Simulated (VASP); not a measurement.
Computed with PBEsol GGA, VASP's PBE PAW potentials (set 64) (plane waves; VASP 6.6.1).

Input for VASP

POSCAR:
```
MnF2
1
    4.8936147346     0.0000000000     0.0000000000
    0.0000000000     4.8936147346     0.0000000000
    0.0000000000     0.0000000000     3.3129840312
Mn F
2 4
Direct
  0.0000000000   0.0000000000   0.0000000000
  0.5000000000   0.5000000000   0.5000000000
  0.3035984941   0.3035984941   0.0000000000
  0.8035984941   0.1964015059   0.5000000000
  0.1964015059   0.8035984941   0.5000000000
  0.6964015059   0.6964015059   0.0000000000
```

INCAR:
```
# general
SYSTEM   =  MnF2
PREC     =  Accurate
ENCUT    =  520
LREAL    =  F
LASPH    =  T

# electronic loop
EDIFF    =  1E-7
NELM     =  100
ALGO     =  Normal
LMAXMIX  =  4

# smearing
ISMEAR   =  0
SIGMA    =  0.05

# functional
GGA      =  PS

# spin
ISPIN    =  2
MAGMOM   =  4.5 -4.5 -0.0 2*0.0 -0.0

# ions
IBRION   =  2
NSW      =  30
ISIF     =  4
EDIFFG   =  -0.01

# output
LWAVE    =  F
LCHARG   =  F
LORBIT   =  10
```

**KPOINTS**
```
Automatic mesh
0
Gamma
5 5 7
0 0 0
```

POTCAR, in this order: Mn_pv F (PBE.64 set). Program: vasp_std.

Output of the run:

### OUTCAR
```
 ion  position               nearest neighbor table
   1  0.000  0.000  0.000-   3 2.10   6 2.10   5 2.14   4 2.14   4 2.14   5 2.14
   2  0.500  0.500  0.500-   4 2.10   5 2.10   3 2.14   6 2.14   3 2.14   6 2.14
   3  0.304  0.304  0.000-   1 2.10   2 2.14   2 2.14
   4  0.804  0.196  0.500-   2 2.10   1 2.14   1 2.14
   5  0.196  0.804  0.500-   2 2.10   1 2.14   1 2.14
   6  0.696  0.696  0.000-   1 2.10   2 2.14   2 2.14
  LATTYP: Found a simple tetragonal cell.
 ALAT       =     4.8936147346
 C/A-ratio  =     0.6770014010
 Subroutine PRICEL returns:
 Original cell was already a primitive cell.
 Subroutine GETGRP returns: Found 16 space group operations
The static configuration has the point symmetry D_2h.
 The point group associated with its full space group is D_4h.
The dynamic configuration has the point symmetry D_2h.
The overall configuration has the point symmetry D_2h.
 Subroutine INISYM returns: Found 16 space group operations
 Subroutine IBZKPT returns following result:
 Found     24 irreducible k-points:

 Following reciprocal coordinates:
            Coordinates               Weight
  0.000000  0.000000  0.000000      1.000000
  0.200000  0.000000  0.000000      4.000000
...
```

File OSZICAR:
```
       N       E                     dE             d eps       ncg     rms          rms(c)
DAV:   1     0.707366035093E+03    0.70737E+03   -0.31361E+04  3152   0.190E+03
DAV:   2     0.309954029390E+02   -0.67637E+03   -0.65344E+03  3416   0.546E+02
DAV:   3    -0.419647879562E+02   -0.72960E+02   -0.72107E+02  3488   0.186E+02
DAV:   4    -0.439971534771E+02   -0.20324E+01   -0.20170E+01  3688   0.305E+01
DAV:   5    -0.440309392692E+02   -0.33786E-01   -0.33777E-01  3288   0.449E+00    0.195E+01
DAV:   6    -0.406326283063E+02    0.33983E+01   -0.24132E+01  3720   0.368E+01    0.149E+01
DAV:   7    -0.407423415196E+02   -0.10971E+00   -0.17517E+00  3288   0.101E+01    0.101E+01
DAV:   8    -0.406042963160E+02    0.13805E+00   -0.46376E-01  3208   0.607E+00    0.341E+00
DAV:   9    -0.407412022114E+02   -0.13691E+00   -0.10758E-01  3840   0.358E+00    0.852E-01
DAV:  10    -0.407473383225E+02   -0.61361E-02   -0.20257E-02  3192   0.936E-01    0.165E-01
DAV:  11    -0.407475931538E+02   -0.25483E-03   -0.82660E-04  3608   0.248E-01    0.665E-02
DAV:  12    -0.407477400671E+02   -0.14691E-03   -0.67722E-05  3368   0.658E-02    0.403E-02
DAV:  13    -0.407477899359E+02   -0.49869E-04   -0.49598E-05  3408   0.458E-02    0.200E-02
DAV:  14    -0.407477971556E+02   -0.72197E-05   -0.13611E-05  3560   0.274E-02    0.540E-03
DAV:  15    -0.407477972964E+02   -0.14084E-06   -0.69537E-07  2992   0.622E-03    0.205E-03
DAV:  16    -0.407477975268E+02   -0.23035E-06   -0.17543E-07  2416   0.278E-03    0.884E-04
DAV:  17    -0.407477975108E+02    0.15953E-07   -0.16163E-08  1864   0.103E-03
   1 F= -.40747798E+02 E0= -.40747798E+02  d E =-.407478E+02  mag=     0.0000
       N       E                     dE             d eps       ncg     rms          rms(c)
DAV:   1    -0.407499155044E+02   -0.21180E-02   -0.12732E-01  3072   0.280E+00    0.329E-01
DAV:   2    -0.407488680086E+02    0.10475E-02   -0.27895E-03  3488   0.451E-01    0.198E-01
DAV:   3    -0.407484031584E+02    0.46485E-03   -0.50416E-04  3984   0.183E-01    0.107E-01
DAV:   4    -0.407483586000E+02    0.44558E-04   -0.13547E-04  3600   0.826E-02    0.312E-02
DAV:   5    -0.407483597498E+02   -0.11498E-05   -0.82684E-06  3200   0.205E-02    0.189E-02
DAV:   6    -0.407483600703E+02   -0.32056E-06   -0.10247E-06  3896   0.797E-03    0.735E-03
DAV:   7    -0.407483601988E+02   -0.12852E-06   -0.20406E-07  2816   0.328E-03    0.127E-03
DAV:   8    -0.407483602190E+02   -0.20116E-07   -0.22526E-08  1688   0.136E-03
   2 F= -.40748360E+02 E0= -.40748360E+02  d E =-.562708E-03  mag=     0.0000
       N       E                     dE             d eps       ncg     rms          rms(c)
DAV:   1    -0.407556772735E+02   -0.73171E-02   -0.55983E-01  3072   0.587E+00    0.691E-01
DAV:   2    -0.407510730221E+02    0.46043E-02   -0.12257E-02  3472   0.947E-01    0.415E-01
DAV:   3    -0.407490352776E+02    0.20377E-02   -0.21994E-03  4008   0.384E-01    0.225E-01
DAV:   4    -0.407488344568E+02    0.20082E-03   -0.59833E-04  3608   0.174E-01    0.653E-02
DAV:   5    -0.407488396104E+02   -0.51535E-05   -0.36875E-05  3200   0.433E-02    0.395E-02
DAV:   6    -0.407488409589E+02   -0.13485E-05   -0.45209E-06  3848   0.167E-02    0.155E-02
DAV:   7    -0.407488415070E+02   -0.54810E-06   -0.92291E-07  3648   0.683E-03    0.274E-03
DAV:   8    -0.407488415821E+02   -0.75136E-07   -0.81507E-08  2064   0.253E-03
   3 F= -.40748842E+02 E0= -.40748842E+02  d E =-.104407E-02  mag=     0.0000
```

### OUTCAR
```
------------------------ aborting loop because EDIFF is reached ----------------------------------------
  FORCE on cell =-STRESS in cart. coord.  units (eV):
  Direction    XX          YY          ZZ          XY          YZ          ZX
  --------------------------------------------------------------------------------------
  Total       -1.2162727     -1.2162727     -1.2287691      0.0000000      0.0000000      0.0000000
  in kB      -24.5619399    -24.5619399    -24.8142969      0.0000000      0.0000000      0.0000000
  external PRESSURE =     -24.6460589 kB  Pullay stress =       0.0000000 kB
  volume of cell :       79.34
      direct lattice vectors                 reciprocal lattice vectors
     4.907526734  0.000000000  0.000000000     0.203768630  0.000000000  0.000000000
    -0.000000000  4.907526734  0.000000000    -0.000000000  0.203768630  0.000000000
     0.000000000  0.000000000  3.294227169     0.000000000  0.000000000  0.303561336
 POSITION                                       TOTAL-FORCE (eV/Angst)
 -----------------------------------------------------------------------------------
     -0.00000      0.00000      0.00000        -0.000000     -0.000000      0.000000
      2.45376      2.45376      1.64711        -0.000000     -0.000000      0.000000
      1.49171      1.49171      0.00000        -0.005598     -0.005598     -0.000000
      3.94548      0.96205      1.64711        -0.005598      0.005598      0.000000
      0.96205      3.94548      1.64711         0.005598     -0.005598     -0.000000
      3.41581      3.41581      0.00000         0.005598      0.005598      0.000000
 -----------------------------------------------------------------------------------
    total drift:                                0.000000      0.000000      0.000000
  FREE ENERGIE OF THE ION-ELECTRON SYSTEM (eV)
  ---------------------------------------------------
  free  energy   TOTEN  =       -40.7488415821 eV

  energy  without entropy=      -40.7488415821  energy(sigma->0) =      -40.74884158

 total charge

# of ion       s       p       d       tot
------------------------------------------
    1        0.164   6.146   4.954  11.264
    2        0.164   6.146   4.954  11.264
    3        1.732   4.346   0.000   6.078
    4        1.732   4.346   0.000   6.078
    5        1.732   4.346   0.000   6.078
    6        1.732   4.346   0.000   6.078
--------------------------------------------------
tot          7.257  29.675   9.909  46.841

 magnetization (x)

# of ion       s       p       d       tot
------------------------------------------
    1        0.017   0.016   4.495   4.528
    2       -0.017  -0.016  -4.495  -4.528
    3       -0.002  -0.025   0.000  -0.027
    4        0.002   0.025   0.000   0.027
    5        0.002   0.025   0.000   0.027
    6       -0.002  -0.025   0.000  -0.027
--------------------------------------------------
tot          0.000   0.000   0.000   0.000

 reached required accuracy - stopping structural energy minimisation
```
(Selected blocks of OUTCAR.)

File CONTCAR:
```
MnF2
   1.00000000000000
     4.9075267338818769    0.0000000000000000    0.0000000000000000
    -0.0000000000000000    4.9075267338818769    0.0000000000000000
     0.0000000000000000    0.0000000000000000    3.2942271685294644
  Mn              F
     2     4
Direct
     0.0000000000000000    0.0000000000000000    0.0000000000000000
     0.5000000000000000    0.5000000000000000    0.5000000000000000
     0.3039644649202118    0.3039644649202118    0.0000000000000000
     0.8039644649202118    0.1960355350797882    0.5000000000000000
     0.1960355350797882    0.8039644649202118    0.5000000000000000
     0.6960355350797882    0.6960355350797882    0.0000000000000000
```

The compound is MnF2 in the rutile structure. This cell is one point of a volume scan, at 1.03 of the reference volume. Symmetry was kept, so distortions that lower it aren't found.
